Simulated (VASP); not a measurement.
**Cu on the Al site in ScAl3**

Wanted: what Cu on the Al site costs in ScAl3 and how the lattice relaxes round it. The start is a computed cell from the Materials Project.

Method: LDA; plane waves and PAW (Sc_sv, Al), in the first sound run; inputs show where later runs differ, in VASP 6.6.1.

## 1. The host crystal

The structure is cubic, space group Pm-3m (No. 221). Conventional cell: a = 4.088 Å, b = 4.088 Å, c = 4.088 Å, α = 90.00°, β = 90.00°, γ = 90.00°. Sc has 12 Al at 2.89 Å nearest. Nearest to Al lie 8 Al at 2.89 Å and 4 Sc at 2.89 Å. Farther neighbours are not listed.

Structure file:

```cif
data_structure
_symmetry_space_group_name_H-M 'P 1'
_symmetry_Int_Tables_number 1
_cell_length_a 4.0878
_cell_length_b 4.0878
_cell_length_c 4.0878
_cell_angle_alpha 90.000
_cell_angle_beta 90.000
_cell_angle_gamma 90.000
_cell_volume 68.31
loop_
_atom_site_label
_atom_site_type_symbol
_atom_site_fract_x
_atom_site_fract_y
_atom_site_fract_z
_atom_site_occupancy
Sc1 Sc 0.00000 0.00000 0.00000 1
Al2 Al 0.50000 0.50000 0.00000 1
Al3 Al 0.00000 0.50000 0.50000 1
Al4 Al 0.50000 0.00000 0.50000 1
```

## 2. The host at zero pressure

The later steps need the crystal at this functional's own lattice; a raised cutoff keeps the stress reliable while the cell changes.

File INCAR:

```
SYSTEM = ScAl3
PREC = Accurate
ENCUT = 350
EDIFF = 1E-06
NELM = 120
ISMEAR = 1
SIGMA = 0.15
LREAL = .FALSE.
ALGO = Normal
GGA = CA
NBANDS = 16
LASPH = .TRUE.
LORBIT = 11
LWAVE = .FALSE.
LCHARG = .FALSE.
KPAR = 4
IBRION = 2
NSW = 40
ISIF = 3
EDIFFG = -0.02
POTIM = 0.4
```

File POSCAR:

```
ScAl3
1.0
    4.0878065700      0.0000000000      0.0000000000
    0.0000000000      4.0878065700      0.0000000000
    0.0000000000      0.0000000000      4.0878065700
Sc Al
1 3
Direct
    0.0000000000      0.0000000000      0.0000000000
    0.5000000000      0.5000000000      0.0000000000
    0.0000000000      0.5000000000      0.5000000000
    0.5000000000      0.0000000000      0.5000000000
```

File KPOINTS:

```
Automatic mesh
0
Gamma
6 6 6
0 0 0
```

PAW data sets: Sc_sv and Al (LDA family, release 64).

The run is started by

```bash
$ mpirun -np 4 vasp_std
```

Log:

```text
[banner, memory and clock lines left out]
running    4 mpi-ranks, on    1 nodes
 distrk:  each k-point on    1 cores,    4 groups
 distr:  one band on    1 cores,    1 groups

 POSCAR found type information on POSCAR ScAl
 POSCAR found :  2 types and       4 ions
 LDA part: xc-table for (Slater(with rela. corr.)+CA(PZ))
 , standard interpolation
 POSCAR, INCAR and KPOINTS ok, starting setup
 FFT: planning ... GRIDC
 FFT: planning ... GRID_SOFT
 FFT: planning ... GRID
 WAVECAR not read
 entering main loop
       N       E                     dE             d eps       ncg     rms          rms(c)
DAV:   1     0.846368526371E+02    0.84637E+02   -0.68013E+03   656   0.840E+02
DAV:   2    -0.179025728268E+02   -0.10254E+03   -0.10048E+03   704   0.279E+02
DAV:   3    -0.221910175376E+02   -0.42884E+01   -0.41911E+01  1008   0.496E+01
DAV:   4    -0.222547204846E+02   -0.63703E-01   -0.63475E-01   872   0.602E+00
DAV:   5    -0.222559989717E+02   -0.12785E-02   -0.12784E-02   928   0.788E-01    0.898E+00
DAV:   6    -0.213261154004E+02    0.92988E+00   -0.44204E+00  1064   0.236E+01    0.311E+00
DAV:   7    -0.212705527115E+02    0.55563E-01   -0.11015E-01   984   0.292E+00    0.187E+00
DAV:   8    -0.212435300505E+02    0.27023E-01   -0.43448E-02  1112   0.172E+00    0.261E-01
DAV:   9    -0.212432329460E+02    0.29710E-03   -0.82872E-03  1032   0.112E+00    0.175E-01
DAV:  10    -0.212429045253E+02    0.32842E-03   -0.12000E-03  1096   0.383E-01    0.598E-02
DAV:  11    -0.212429033450E+02    0.11803E-05   -0.18340E-05   736   0.290E-02    0.281E-02
DAV:  12    -0.212428908343E+02    0.12511E-04   -0.71771E-05  1064   0.102E-01    0.365E-03
DAV:  13    -0.212428909925E+02   -0.15812E-06   -0.11960E-06   600   0.123E-02
   1 F= -.21242891E+02 E0= -.21241940E+02  d E =-.212429E+02
 curvature:   0.00 expect dE= 0.000E+00 dE for cont linesearch  0.000E+00
 trial: gam= 0.00000 g(F)=  0.000E+00 g(S)=  0.753E-01 ort = 0.000E+00 (trialstep = 0.100E+01)
 search vector abs. value=  0.753E-01
 bond charge predicted
       N       E                     dE             d eps       ncg     rms          rms(c)
DAV:   1    -0.215511597449E+02   -0.30827E+00   -0.75571E+00   792   0.409E+01    0.419E+00
DAV:   2    -0.212991822907E+02    0.25198E+00   -0.13226E+00   928   0.152E+01    0.810E-01
DAV:   3    -0.212829392562E+02    0.16243E-01   -0.33867E-02   928   0.140E+00    0.482E-01
DAV:   4    -0.212771561803E+02    0.57831E-02   -0.13255E-02   776   0.131E+00    0.223E-01
DAV:   5    -0.212770673515E+02    0.88829E-04   -0.66804E-04   840   0.240E-01    0.279E-02
DAV:   6    -0.212770643687E+02    0.29828E-05   -0.50274E-05   976   0.868E-02    0.236E-02
DAV:   7    -0.212770646095E+02   -0.24080E-06   -0.31655E-06   776   0.242E-02
   2 F= -.21277065E+02 E0= -.21277015E+02  d E =-.341736E-01
 trial-energy change:   -0.034174  1 .order   -0.033675   -0.075296    0.007945
 step:   0.9076(harm=  0.9046)  dis= 0.00000  next Energy=   -21.277431 (dE=-0.345E-01)
 bond charge predicted
       N       E                     dE             d eps       ncg     rms          rms(c)
DAV:   1    -0.212799980771E+02   -0.29337E-02   -0.67846E-02   808   0.384E+00    0.409E-01
DAV:   2    -0.212777563494E+02    0.22417E-02   -0.15945E-02   944   0.165E+00    0.757E-02
DAV:   3    -0.212775712464E+02    0.18510E-03   -0.59925E-04  1040   0.197E-01    0.465E-02
DAV:   4    -0.212775149900E+02    0.56256E-04   -0.13143E-04   824   0.113E-01    0.192E-02
DAV:   5    -0.212775141383E+02    0.85168E-06   -0.81159E-06  1000   0.292E-02
   3 F= -.21277514E+02 E0= -.21277428E+02  d E =-.346231E-01
 curvature:  -0.45 expect dE=-0.892E-06 dE for cont linesearch -0.892E-06
 trial: gam= 0.00000 g(F)=  0.400E-69 g(S)=  0.198E-05 ort =-0.386E-03 (trialstep = 0.982E+00)
 search vector abs. value=  0.198E-05
 reached required accuracy - stopping structural energy minimisation
```

Elapsed: 17 s, on 4 MPI ranks of AMD EPYC 7R43, shared host; peak memory 0.45 GiB; 66 s of CPU time.

The logs omit lines about the potential files and the build; timing stands in the text.

From OUTCAR (step 2):

```text
ion  position               nearest neighbor table
   1  0.000  0.000  0.000-   2 2.89   3 2.89   4 2.89   3 2.89   4 2.89   2 2.89   3 2.89   3 2.89
                             2 2.89   4 2.89   4 2.89   2 2.89
   2  0.500  0.500  0.000-   1 2.89   3 2.89   4 2.89   3 2.89   4 2.89   1 2.89   4 2.89   4 2.89
                             1 2.89   3 2.89   3 2.89   1 2.89
   3  0.000  0.500  0.500-   1 2.89   2 2.89   4 2.89   1 2.89   2 2.89   1 2.89   4 2.89   1 2.89
                             2 2.89   4 2.89   2 2.89   4 2.89
   4  0.500  0.000  0.500-   1 2.89   2 2.89   3 2.89   1 2.89   2 2.89   2 2.89   3 2.89   2 2.89
                             1 2.89   3 2.89   1 2.89   3 2.89

  LATTYP: Found a simple cubic cell.
 ALAT       =     4.0878065700

 Subroutine GETGRP returns: Found 48 space group operations
 (whereof 48 operations were pure point group operations)

The static configuration has the point symmetry O_h .

 Found     20 irreducible k-points:

   k-points           NKPTS =     20   k-points in BZ     NKDIM =     20   number of bands    NBANDS=     16

   dimension x,y,z NGX =    28 NGY =   28 NGZ =   28
   dimension x,y,z NGXF=    56 NGYF=   56 NGZF=   56

   ENCUT  =  350.0 eV  25.72 Ry    5.07 a.u.   6.24  6.24  6.24*2*pi/ulx,y,z

   NELECT =      20.0000    total number of electrons

 k-points in reciprocal lattice and weights: Automatic mesh
   0.00000000  0.00000000  0.00000000       0.005
   0.16666667  0.00000000  0.00000000       0.028
   0.33333333  0.00000000  0.00000000       0.028
   0.50000000  0.00000000  0.00000000       0.014
   0.16666667  0.16666667  0.00000000       0.056
   0.33333333  0.16666667  0.00000000       0.111
   0.50000000  0.16666667  0.00000000       0.056
   0.33333333  0.33333333  0.00000000       0.056
   0.50000000  0.33333333  0.00000000       0.056
[...]
0.50000000  0.50000000  0.33333333       0.028
   0.50000000  0.50000000  0.50000000       0.005

 average (electrostatic) potential at core
       1 -42.6388       2 -70.9344       3 -70.9344       4 -70.9344

 E-fermi :   7.5827

 k-point     1 :       0.0000    0.0000    0.0000
  band No.  band energies     occupation
    ...
      6       4.7530      2.00000
      7       4.7530      2.00000
      8       5.6545      2.00000
      9       5.6545      2.00000
     10       5.6545      2.00000
     11       8.7335     -0.00000
     12       8.7335     -0.00000
     13       8.7335     -0.00000
     14       8.7480     -0.00000
     15      12.4600      0.00000
    ...

 k-point     2 :       0.1667    0.0000    0.0000
  band No.  band energies     occupation
    ...
      6       3.2380      2.00000
      7       4.9521      2.00000
      8       5.6662      2.00000
      9       5.6662      2.00000
     10       6.5594      2.00000
     11       8.6245     -0.00000
     12       8.6245     -0.00000
     13       8.8144     -0.00000
     14       9.6893     -0.00000
     15      10.8978      0.00000
    ...

 k-point     3 :       0.3333    0.0000    0.0000
  band No.  band energies     occupation
    ...
      5      -1.7333      2.00000
      6       1.3226      2.00000
      7       5.4758      2.00000
      8       5.6751      2.00000
      9       5.6751      2.00000
     10       7.7192     -0.02616
     11       8.5282     -0.00000
     12       8.5282     -0.00000
     13       8.9897     -0.00000
     14       9.2644     -0.00000
    ...

  Total        0.0082606      0.0082606      0.0082606     -0.0000000      0.0000000     -0.0000000
  in kB        0.2022000      0.2022000      0.2022000     -0.0000000      0.0000000     -0.0000000
  external PRESSURE =       0.2022000 kB  Pullay stress =       0.0000000 kB

  energy-cutoff  :      350.00
  volume of cell :       65.45
      direct lattice vectors                 reciprocal lattice vectors
     4.030073670  0.000000000  0.000000000     0.248134422 -0.000000000  0.000000000
     0.000000000  4.030073670  0.000000000     0.000000000  0.248134422  0.000000000
    -0.000000000  0.000000000  4.030073670    -0.000000000 -0.000000000  0.248134422

 POSITION                                       TOTAL-FORCE (eV/Angst)
 -----------------------------------------------------------------------------------
      0.00000      0.00000      0.00000         0.000000      0.000000      0.000000
      2.01504      2.01504      0.00000         0.000000      0.000000      0.000000
      0.00000      2.01504      2.01504        -0.000000      0.000000      0.000000
      2.01504      0.00000      2.01504         0.000000      0.000000      0.000000
 -----------------------------------------------------------------------------------
    total drift:                               -0.000000     -0.000000     -0.000000

  FREE ENERGIE OF THE ION-ELECTRON SYSTEM (eV)
  ---------------------------------------------------
  free  energy   TOTEN  =       -21.2775141383 eV

  energy  without entropy=      -21.2772543028  energy(sigma->0) =      -21.27742753

 reached required accuracy - stopping structural energy minimisation

 total charge
# of ion       s       p       d       tot
------------------------------------------
    1        2.193   6.153   1.382   9.727
    2        0.427   0.404   0.000   0.831
    3        0.427   0.404   0.000   0.831
    4        0.427   0.404   0.000   0.831
--------------------------------------------------
tot          3.474   7.365   1.382  12.220

[... 3 further parts left out ...]
```

CONTCAR:

```
ScAl3
   1.00000000000000
     4.0300736704492772    0.0000000000000000    0.0000000000000000
     0.0000000000000000    4.0300736704492772    0.0000000000000000
    -0.0000000000000000    0.0000000000000000    4.0300736704492772
  Sc              Al
     1     3
Direct
     0.0000000000000000    0.0000000000000000    0.0000000000000000
     0.5000000000000000    0.5000000000000000    0.0000000000000000
     0.0000000000000000    0.5000000000000000    0.5000000000000000
     0.5000000000000000    0.0000000000000000    0.5000000000000000
```

The k-mesh is coarse for a metal. The run keeps the 48 symmetry operations of its start, so it cannot find a distortion of lower symmetry.

Relaxation path:

| step | energy less that of the first step (eV) | largest force (eV/Å) | pressure (GPa) | volume (Å³) |
| --- | --- | --- | --- | --- |
| 1 | 0.0000 | 0.0000 | -3.78 | 68.31 |
| 2 | -0.0342 | 0.0000 | 0.42 | 65.17 |
| 3 | -0.0346 | 0.0000 | 0.02 | 65.45 |

| conventional cell, symmetrised | before | after | change |
| --- | --- | --- | --- |
| a (Å) | 4.088 | 4.030 | -1.4 % |
| b (Å) | 4.088 | 4.030 | -1.4 % |
| c (Å) | 4.088 | 4.030 | -1.4 % |
| volume (Å³/atom) | 17.08 | 16.36 | -4.2 % |

Final coordinates:

```
Sc Al
1.0
     4.03007    0.00000    0.00000
     0.00000    4.03007    0.00000
     0.00000    0.00000    4.03007
Sc Al
1 3
Direct
  0.00000 0.00000 0.00000
  0.50000 0.50000 0.00000
  0.00000 0.50000 0.50000
  0.50000 0.00000 0.50000
```

Numbers from this step:

- electronic cycles: 25
- electrons: 20
- free energy (TOTEN): -21.28 eV
- energy at zero smearing: -21.28 eV
- Fermi energy: 7.583 eV
- labelled metallic, from the levels on this mesh: yes

The run ended after 3 ionic steps, 0.035 eV below its first step, once forces and stress met EDIFFG = -0.02.

(Continued in part 2 of 6.)

[Lines on the potential files, build, host, timing and source positions are cut from VASP's logs without a mark.]

[Logs are printed without paths, hosts, clocks, repeated set-up lines and the standing remarks that a program may print on its own settings, such as how far it seeks lower states.]

[Hosts, paths, dates, database ids (printed as entryN), source tags and the programs' standing remarks are cut or masked in the printed files.]

[In band tables of VASP the shares of atoms and orbitals are scaled to a sum of 1 inside the atoms' spheres.]

[Runs that stopped without an error message from VASP are left out.]
